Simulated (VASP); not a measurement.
**GaSb: how numerical settings change the zone-centre modes**

Aim: test the modes of GaSb against the numerical settings. The starting structure is a cell with measured lattice constants from the literature and the atomic positions of a computed structure of the Materials Project.

Calculated with VASP 6.6.1; Kohn-Sham DFT with plane waves and PAW; LDA.

**1. Starting point**

The structure is cubic, space group F-43m (No. 216). Conventional cell: a = 6.096 Å, b = 6.096 Å, c = 6.096 Å, α = 90.00°, β = 90.00°, γ = 90.00°. Sb has 4 Ga at 2.64 Å nearest. Ga has 4 Sb at 2.64 Å nearest. Farther neighbours are not listed.

As a file:

```cif
data_structure
_symmetry_space_group_name_H-M 'P 1'
_symmetry_Int_Tables_number 1
_cell_length_a 4.3102
_cell_length_b 4.3102
_cell_length_c 4.3102
_cell_angle_alpha 60.000
_cell_angle_beta 60.000
_cell_angle_gamma 60.000
_cell_volume 56.62
loop_
_atom_site_label
_atom_site_type_symbol
_atom_site_fract_x
_atom_site_fract_y
_atom_site_fract_z
_atom_site_occupancy
Sb1 Sb 0.25000 0.25000 0.25000 1
Ga2 Ga 0.00000 0.00000 0.00000 1
```

**2. Reference modes**

The cell comes from a relaxation at this level, not shown (55.45 Å³).

File INCAR:

```
SYSTEM = GaSb
PREC = Accurate
ENCUT = 450
EDIFF = 1E-08
NELM = 100
ISMEAR = 0
SIGMA = 0.03
LREAL = .FALSE.
ALGO = Normal
GGA = CA
NBANDS = 15
LORBIT = 11
LWAVE = .FALSE.
LCHARG = .FALSE.
KPAR = 8
IBRION = 8
LEPSILON = .TRUE.
LPEAD = .TRUE.
ISIF = 2
```

File POSCAR:

```
GaSb
1.0
    0.0000000000      3.0266897495      3.0266897495
    3.0266897495      0.0000000000      3.0266897495
    3.0266897495      3.0266897495      0.0000000000
Sb Ga
1 1
Direct
    0.2500000000      0.2500000000      0.2500000000
    0.0000000000      0.0000000000      0.0000000000
```

File KPOINTS:

```
Automatic mesh
0
Gamma
10 10 10
0 0 0
```

Potentials, in the order of the species: Sb and Ga_d (LDA family, release 64).

On the command line:

```console
$ mpirun -np 8 vasp_std
```

The log of the run:

```text
[banner, memory and clock lines left out]
running    8 mpi-ranks, on    1 nodes
 distrk:  each k-point on    1 cores,    8 groups
 distr:  one band on    1 cores,    1 groups

 POSCAR found type information on POSCAR SbGa
 POSCAR found :  2 types and       2 ions
|                                                                             |
|           W    W    AA    RRRRR   N    N  II  N    N   GGGG   !!!           |
|           W    W   A  A   R    R  NN   N  II  NN   N  G    G  !!!           |
|           W    W  A    A  R    R  N N  N  II  N N  N  G       !!!           |
|           W WW W  AAAAAA  RRRRR   N  N N  II  N  N N  G  GGG   !            |
|           WW  WW  A    A  R   R   N   NN  II  N   NN  G    G                |
|           W    W  A    A  R    R  N    N  II  N    N   GGGG   !!!           |
|                                                                             |
|     For optimal performance we recommend to set                             |
|       NCORE = 2 up to number-of-cores-per-socket                            |
|     NCORE specifies how many cores store one orbital (NPAR=cpu/NCORE).      |
|     This setting can greatly improve the performance of VASP for DFT.       |
|     The default, NCORE=1 might be grossly inefficient on modern             |
|     multi-core architectures or massively parallel machines. Do your        |
|     Unfortunately you need to use the default for GW and RPA                |
|     calculations (for HF NCORE is supported but not extensively tested      |
|     yet).                                                                   |
|                                                                             |

 LDA part: xc-table for (Slater(with rela. corr.)+CA(PZ))
 , standard interpolation
 POSCAR, INCAR and KPOINTS ok, starting setup
 FFT: planning ... GRIDC
 FFT: planning ... GRID_SOFT
 FFT: planning ... GRID
 WAVECAR not read
 entering main loop
       N       E                     dE             d eps       ncg     rms          rms(c)
DAV:   1     0.775364864398E+02    0.77536E+02   -0.81430E+03  1434   0.136E+03
DAV:   2    -0.271868617754E+01   -0.80255E+02   -0.77629E+02  1627   0.285E+02
DAV:   3    -0.868984812525E+01   -0.59712E+01   -0.59562E+01  1697   0.659E+01
DAV:   4    -0.879785101800E+01   -0.10800E+00   -0.10799E+00  1785   0.100E+01
DAV:   5    -0.880042560213E+01   -0.25746E-02   -0.25745E-02  1800   0.135E+00    0.343E+00
DAV:   6    -0.870901324046E+01    0.91412E-01   -0.76209E-02  2058   0.449E+00    0.199E+00
DAV:   7    -0.867213150480E+01    0.36882E-01   -0.53650E-02  1599   0.186E+00    0.295E-01
DAV:   8    -0.867187704000E+01    0.25446E-03   -0.48449E-03  1792   0.857E-01    0.101E-01
DAV:   9    -0.867195442161E+01   -0.77382E-04   -0.34518E-04  1654   0.166E-01    0.394E-02
DAV:  10    -0.867194733936E+01    0.70823E-05   -0.17901E-05  1842   0.379E-02    0.135E-02
DAV:  11    -0.867194961381E+01   -0.22745E-05   -0.43283E-06  1608   0.196E-02    0.521E-03
DAV:  12    -0.867194958305E+01    0.30760E-07   -0.22622E-07  1809   0.357E-03    0.115E-03
DAV:  13    -0.867194959301E+01   -0.99617E-08   -0.19719E-08  1647   0.124E-03
   1 F= -.86719496E+01 E0= -.86719481E+01  d E =-.295927E-05
 Linear response reoptimize wavefunctions to high precision
DAV:   1    -0.867194959310E+01   -0.85493E-10   -0.76510E-10  1470   0.372E-04
 Linear response to external field (no local field effect), progress :
  Direction:   1
       N       E                     dE             d eps       ncg     rms          rms(c)
 change of polarisation eV/A/(eV/A) component  1 :     0.000     0.000     0.000
 dielectric tensor                  component  1 :     1.000     0.000     0.000
 Linear response to external field (no local field effect), progress :
  Direction:   2
       N       E                     dE             d eps       ncg     rms          rms(c)
 change of polarisation eV/A/(eV/A) component  2 :     0.000     0.000     0.000
 dielectric tensor                  component  2 :     0.000     1.000     0.000
 Linear response to external field (no local field effect), progress :
  Direction:   3
       N       E                     dE             d eps       ncg     rms          rms(c)
 change of polarisation eV/A/(eV/A) component  3 :     0.000     0.000     0.000
 dielectric tensor                  component  3 :     0.000     0.000     1.000
 Linear response to external field, progress :
  Direction:   1
       N       E                     dE             d eps       ncg     rms          rms(c)
 change of polarisation eV/A/(eV/A) component  1 :     0.000     0.000     0.000
 dielectric tensor                  component  1 :     1.000     0.000     0.000
 Linear response to external field, progress :
  Direction:   2
       N       E                     dE             d eps       ncg     rms          rms(c)
 change of polarisation eV/A/(eV/A) component  2 :     0.000     0.000     0.000
 dielectric tensor                  component  2 :     0.000     1.000     0.000
 Linear response to external field, progress :
  Direction:   3
       N       E                     dE             d eps       ncg     rms          rms(c)
 change of polarisation eV/A/(eV/A) component  3 :     0.000     0.000     0.000
 dielectric tensor                  component  3 :     0.000     0.000     1.000
 Linear response DOF=           2
 Linear response progress:
  Degree of freedom:   1/  2
       N       E                     dE             d eps       ncg     rms          rms(c)
RMM:   1    -0.293604599482E-01   -0.29360E-01    0.94960E-04 10141   0.141E+00
RMM:   2    -0.265217681233E-01    0.28387E-02   -0.36699E-03  9396   0.395E-01    0.683E-02
RMM:   3    -0.264539331672E-01    0.67835E-04   -0.18004E-04 10341   0.105E-01    0.365E-02
RMM:   4    -0.264720359585E-01   -0.18103E-04   -0.12380E-05 10406   0.449E-02    0.458E-03
RMM:   5    -0.264801576633E-01   -0.81217E-05   -0.98017E-07 10833   0.157E-02    0.293E-03
RMM:   6    -0.264737540666E-01    0.64036E-05   -0.20433E-06 10410   0.493E-03    0.710E-04
RMM:   7    -0.264728070840E-01    0.94698E-06   -0.21761E-07 10656   0.147E-03    0.320E-04
RMM:   8    -0.264723187058E-01    0.48838E-06   -0.18648E-08 10280   0.525E-04    0.836E-05
RMM:   9    -0.264722855300E-01    0.33176E-07    0.28730E-09 10737   0.193E-04    0.285E-05
RMM:  10    -0.264723090877E-01   -0.23558E-07   -0.11141E-08 10203   0.728E-05    0.507E-06
RMM:  11    -0.264723099297E-01   -0.84199E-09   -0.11381E-09 10512   0.271E-05    0.361E-06
 first order change of Fermi-energy   0.20493E-03
 force on displaced ion       1 direction 1 :  -8.416   0.000   0.000
 Born effective charge ion    1 direction 1 :   5.804   0.000   0.000
 Linear response progress:
  Degree of freedom:   2/  2
       N       E                     dE             d eps       ncg     rms          rms(c)
RMM:   1    -0.168313856886E+00   -0.16831E+00    0.94783E-02  6374   0.849E+00
RMM:   2    -0.166868916632E+00    0.14449E-02   -0.28065E-02  9543   0.134E+00    0.399E-02
RMM:   3    -0.166910557582E+00   -0.41641E-04   -0.34116E-03  9804   0.426E-01    0.266E-02
RMM:   4    -0.166870991379E+00    0.39566E-04   -0.18277E-03 10805   0.204E-01    0.140E-02
RMM:   5    -0.166864854300E+00    0.61371E-05   -0.13379E-04 10519   0.514E-02    0.473E-03
RMM:   6    -0.166859005418E+00    0.58489E-05    0.23791E-05 10618   0.216E-02    0.578E-04
RMM:   7    -0.166856688003E+00    0.23174E-05   -0.16657E-05 10453   0.949E-03    0.605E-04
RMM:   8    -0.166857369057E+00   -0.68105E-06    0.40143E-06 10452   0.426E-03    0.203E-04
RMM:   9    -0.166858543138E+00   -0.11741E-05    0.47975E-06 10431   0.205E-03    0.855E-05
RMM:  10    -0.166859558662E+00   -0.10155E-05   -0.12779E-07 10613   0.100E-03    0.403E-05
RMM:  11    -0.166859684507E+00   -0.12585E-06    0.47779E-07 10693   0.493E-04    0.187E-05
RMM:  12    -0.166859870364E+00   -0.18586E-06    0.15636E-07 10475   0.262E-04    0.375E-06
RMM:  13    -0.166859823691E+00    0.46673E-07    0.32219E-07 10758   0.140E-04    0.235E-06
RMM:  14    -0.166859906520E+00   -0.82829E-07    0.52249E-08 10721   0.801E-05    0.194E-06
RMM:  15    -0.166859906793E+00   -0.27302E-09    0.11313E-08 10324   0.502E-05    0.339E-07
 first order change of Fermi-energy   0.39787E-04
 force on displaced ion       2 direction 1 :  -8.370   0.000   0.000
 Born effective charge ion    2 direction 1 :   4.619   0.000   0.000
 Born effective charges drift removed
 Linear response finished
```

It took 72 s on 8 MPI ranks of AMD EPYC 7R43, shared host; peak memory 3.7 GiB; 7.6 min of CPU time.

Lines that name or quote the potential files are left out of all logs, and their timing lines are given in words.

From OUTCAR (step 2):

```text
ion  position               nearest neighbor table
   1  0.250  0.250  0.250-   2 2.62   2 2.62   2 2.62   2 2.62
   2  0.000  0.000  0.000-   1 2.62   1 2.62   1 2.62   1 2.62

  LATTYP: Found a face centered cubic cell.
 ALAT       =     6.0533794990

 Subroutine GETGRP returns: Found 24 space group operations
 (whereof 24 operations were pure point group operations)

The static configuration has the point symmetry T_d .

 Found     47 irreducible k-points:

   k-points           NKPTS =     47   k-points in BZ     NKDIM =     47   number of bands    NBANDS=     15

   dimension x,y,z NGX =    30 NGY =   30 NGZ =   30
   dimension x,y,z NGXF=    60 NGYF=   60 NGZF=   60

   ENCUT  =  450.0 eV  33.07 Ry    5.75 a.u.   7.40  7.40  7.40*2*pi/ulx,y,z

   NELECT =      18.0000    total number of electrons

 k-points in reciprocal lattice and weights: Automatic mesh
   0.00000000  0.00000000  0.00000000       0.001
   0.10000000  0.00000000  0.00000000       0.008
   0.20000000  0.00000000  0.00000000       0.008
   0.30000000  0.00000000  0.00000000       0.008
   0.40000000  0.00000000  0.00000000       0.008
   0.50000000  0.00000000  0.00000000       0.004
   0.10000000  0.10000000  0.00000000       0.006
   0.20000000  0.10000000  0.00000000       0.024
   0.30000000  0.10000000  0.00000000       0.024
[...]
-0.30000000  0.40000000  0.20000000       0.024
  -0.30000000  0.50000000  0.20000000       0.012

 average (electrostatic) potential at core
       1 -88.3604       2 -66.6018

  Total        0.0001797      0.0001797      0.0001797      0.0000000      0.0000000      0.0000000
  in kB        0.0051926      0.0051926      0.0051926      0.0000000      0.0000000      0.0000000
  external PRESSURE =       0.0051926 kB  Pullay stress =       0.0000000 kB

  energy-cutoff  :      450.00
  volume of cell :       55.45
      direct lattice vectors                 reciprocal lattice vectors
     0.000000000  3.026689750  3.026689750    -0.165196978  0.165196978  0.165196978
     3.026689750  0.000000000  3.026689750     0.165196978 -0.165196978  0.165196978
     3.026689750  3.026689750  0.000000000     0.165196978  0.165196978 -0.165196978

 POSITION                                       TOTAL-FORCE (eV/Angst)
 -----------------------------------------------------------------------------------
      1.51334      1.51334      1.51334         0.000000      0.000000      0.000000
      0.00000      0.00000      0.00000        -0.000000     -0.000000     -0.000000
 -----------------------------------------------------------------------------------
    total drift:                               -0.000000     -0.000000      0.000000

 MACROSCOPIC STATIC DIELECTRIC TENSOR (including local field effects in DFT)
 ------------------------------------------------------
           1.000000     0.000000     0.000000
           0.000000     1.000000     0.000000
           0.000000     0.000000     1.000000
 ------------------------------------------------------

 PIEZOELECTRIC TENSOR (including local field effects)  for field in x, y, z        (C/m^2)
          XX          YY          ZZ          XY          YZ          ZX
  --------------------------------------------------------------------------------
  x     0.00000     0.00000     0.00000     0.00000     0.00000     0.00000
  y     0.00000     0.00000     0.00000     0.00000     0.00000     0.00000
  z     0.00000     0.00000     0.00000     0.00000     0.00000     0.00000

 BORN EFFECTIVE CHARGES (including local field effects) (in |e|, cummulative output)
 ---------------------------------------------------------------------------------
 ion    1
    1     0.59286     0.00000     0.00000
    2     0.00000     0.59286     0.00000
    3     0.00000     0.00000     0.59286
 ion    2
    1    -0.59286     0.00000     0.00000
    2     0.00000    -0.59286     0.00000
    3     0.00000     0.00000    -0.59286

 Eigenvectors and eigenvalues of the dynamical matrix
 ----------------------------------------------------

   1 f  =    6.799429 THz    42.722075 2PiTHz  226.804553 cm-1    28.120168 meV
             X         Y         Z           dx          dy          dz
      1.513345  1.513345  1.513345     0.000000    0.604501    0.000000
      0.000000  0.000000  0.000000     0.000000   -0.796604    0.000000

   2 f  =    6.799429 THz    42.722075 2PiTHz  226.804553 cm-1    28.120168 meV
             X         Y         Z           dx          dy          dz
      1.513345  1.513345  1.513345    -0.604501    0.000000    0.000000
      0.000000  0.000000  0.000000     0.796604    0.000000    0.000000

   3 f  =    6.799429 THz    42.722075 2PiTHz  226.804553 cm-1    28.120168 meV
             X         Y         Z           dx          dy          dz
      1.513345  1.513345  1.513345     0.000000    0.000000   -0.604501
      0.000000  0.000000  0.000000     0.000000    0.000000    0.796604

   4 f/i=    0.009051 THz     0.056868 2PiTHz    0.301902 cm-1     0.037431 meV
             X         Y         Z           dx          dy          dz
      1.513345  1.513345  1.513345     0.796604    0.000000    0.000000
      0.000000  0.000000  0.000000     0.604501    0.000000    0.000000

   5 f/i=    0.009051 THz     0.056868 2PiTHz    0.301902 cm-1     0.037431 meV
             X         Y         Z           dx          dy          dz
      1.513345  1.513345  1.513345     0.000000   -0.796604    0.000000
      0.000000  0.000000  0.000000     0.000000   -0.604501    0.000000

   6 f/i=    0.009051 THz     0.056868 2PiTHz    0.301902 cm-1     0.037431 meV
             X         Y         Z           dx          dy          dz
      1.513345  1.513345  1.513345     0.000000    0.000000    0.796604
      0.000000  0.000000  0.000000     0.000000    0.000000    0.604501

 MACROSCOPIC STATIC DIELECTRIC TENSOR IONIC CONTRIBUTION
 ------------------------------------------------------
           0.136658     0.000000     0.000000
           0.000000     0.136658    -0.000000
           0.000000    -0.000000     0.136658
 ------------------------------------------------------

 ELASTIC MODULI CONTR FROM IONIC RELAXATION (kBar)
 Direction    XX          YY          ZZ          XY          YZ          ZX
 --------------------------------------------------------------------------------
 XX          -0.0000     -0.0000      0.0000     -0.0000      0.0000     -0.0000
 YY          -0.0000     -0.0000     -0.0000     -0.0000     -0.0000     -0.0000
 ZZ           0.0000     -0.0000     -0.0000      0.0000     -0.0000     -0.0000
 XY          -0.0000     -0.0000      0.0000   -173.1727     -0.0000      0.0000
 YZ           0.0000     -0.0000     -0.0000     -0.0000   -173.1727     -0.0000
 ZX          -0.0000     -0.0000     -0.0000      0.0000     -0.0000   -173.1727
 --------------------------------------------------------------------------------

 PIEZOELECTRIC TENSOR IONIC CONTR  for field in x, y, z        (C/m^2)
          XX          YY          ZZ          XY          YZ          ZX
  --------------------------------------------------------------------------------
  x     0.00000    -0.00000    -0.00000    -0.00000    -0.14475    -0.00000
  y    -0.00000    -0.00000    -0.00000     0.00000    -0.00000    -0.14475
  z    -0.00000    -0.00000     0.00000    -0.14475    -0.00000     0.00000
```

The dielectric tensor of 1.00 in OUTCAR stands for a response that wasn't computed and is no result.

Energies printed during the response cycles are not total energies of the cell.

Reference: the zone-centre mode is T2 226.8 cm⁻¹.

**3. Modes with a 5×5×5 mesh**

Against step 2 the input has a 5×5×5 mesh.

INCAR is that of step 2.

POSCAR is that of step 2.

File KPOINTS:

```
Automatic mesh
0
Gamma
5 5 5
0 0 0
```

On the command line:

```console
$ mpirun -np 8 vasp_std
```

The log of the run:

```text
[banner, memory and clock lines left out]
running    8 mpi-ranks, on    1 nodes
[...]
[... a notice as in an earlier step ...]

 LDA part: xc-table for (Slater(with rela. corr.)+CA(PZ))
 , standard interpolation
 POSCAR, INCAR and KPOINTS ok, starting setup
[...]
entering main loop
       N       E                     dE             d eps       ncg     rms          rms(c)
DAV:   1     0.752620769657E+02    0.75262E+02   -0.83361E+03   316   0.142E+03
DAV:   2    -0.327353835975E+01   -0.78536E+02   -0.76016E+02   349   0.282E+02
DAV:   3    -0.863923808173E+01   -0.53657E+01   -0.53527E+01   349   0.641E+01
DAV:   4    -0.872964844644E+01   -0.90410E-01   -0.90402E-01   399   0.929E+00
[...]
DAV:  12    -0.859321574098E+01    0.51761E-07   -0.26374E-07   391   0.357E-03    0.128E-03
DAV:  13    -0.859321575120E+01   -0.10220E-07   -0.27436E-08   342   0.177E-03    0.769E-04
DAV:  14    -0.859321575114E+01    0.59572E-10   -0.75681E-10   262   0.280E-04
   1 F= -.85932158E+01 E0= -.85931984E+01  d E =-.346186E-04
[...]
RMM:  10    -0.266228118442E-01    0.84994E-08    0.24287E-08  1639   0.614E-05    0.919E-06
 first order change of Fermi-energy   0.19849E-03
 force on displaced ion       1 direction 1 :  -8.287   0.000   0.000
 Born effective charge ion    1 direction 1 :   5.801   0.000   0.000
 Linear response progress:
  Degree of freedom:   2/  2
       N       E                     dE             d eps       ncg     rms          rms(c)
RMM:   1    -0.168410852912E+00   -0.16841E+00    0.99954E-02  1004   0.855E+00
RMM:   2    -0.166554923195E+00    0.18559E-02   -0.24402E-02  1480   0.132E+00    0.404E-02
RMM:   3    -0.166872456427E+00   -0.31753E-03   -0.32379E-03  1518   0.423E-01    0.268E-02
RMM:   4    -0.166932493213E+00   -0.60037E-04   -0.26623E-03  1694   0.202E-01    0.139E-02
[...]
RMM:  13    -0.166832915582E+00    0.22089E-06    0.52960E-07  1678   0.101E-04    0.330E-06
RMM:  14    -0.166832983990E+00   -0.68407E-07    0.26026E-07  1647   0.510E-05    0.101E-06
RMM:  15    -0.166832985731E+00   -0.17419E-08   -0.17932E-08  1642   0.252E-05    0.945E-07
 first order change of Fermi-energy   0.23293E-04
 force on displaced ion       2 direction 1 :  -8.238   0.000   0.000
 Born effective charge ion    2 direction 1 :   4.614   0.000   0.000
 Born effective charges drift removed
 Linear response finished
```

Elapsed: 16 s, on 8 MPI ranks; peak memory 1.6 GiB; 2.1 min of CPU time.

OUTCAR, selected parts (step 3):

```text
  Total        0.0041508      0.0041508      0.0041508      0.0000000      0.0000000      0.0000000
  in kB        0.1199237      0.1199237      0.1199237      0.0000000      0.0000000      0.0000000
  external PRESSURE =       0.1199237 kB  Pullay stress =       0.0000000 kB

 POSITION                                       TOTAL-FORCE (eV/Angst)
 -----------------------------------------------------------------------------------
      1.51334      1.51334      1.51334         0.000000     -0.000000     -0.000000
      0.00000      0.00000      0.00000        -0.000000      0.000000      0.000000
 -----------------------------------------------------------------------------------
    total drift:                               -0.000000     -0.000000      0.000000

 MACROSCOPIC STATIC DIELECTRIC TENSOR IONIC CONTRIBUTION
 ------------------------------------------------------
           0.139139     0.000000     0.000000
           0.000000     0.139139     0.000000
           0.000000     0.000000     0.139139
 ------------------------------------------------------

[... 2 parts as in an earlier step ...]

[... 1 further part left out ...]
```

The dielectric tensor of 1.00 in OUTCAR stands for a response that wasn't computed and is no result.

With a 5×5×5 mesh the mode is T2 225.0 cm⁻¹, -1.8 cm⁻¹ from the reference.

(Continued in part 2 of 2.)

[Lines on the potential files, build, host, timing and source positions are cut from VASP's logs without a mark.]

[Logs are printed without paths, hosts, clocks, repeated set-up lines and the standing remarks that a program may print on its own settings, such as how far it seeks lower states.]

[Hosts, paths, dates, database ids (printed as entryN), source tags and the programs' standing remarks are cut or masked in the printed files.]
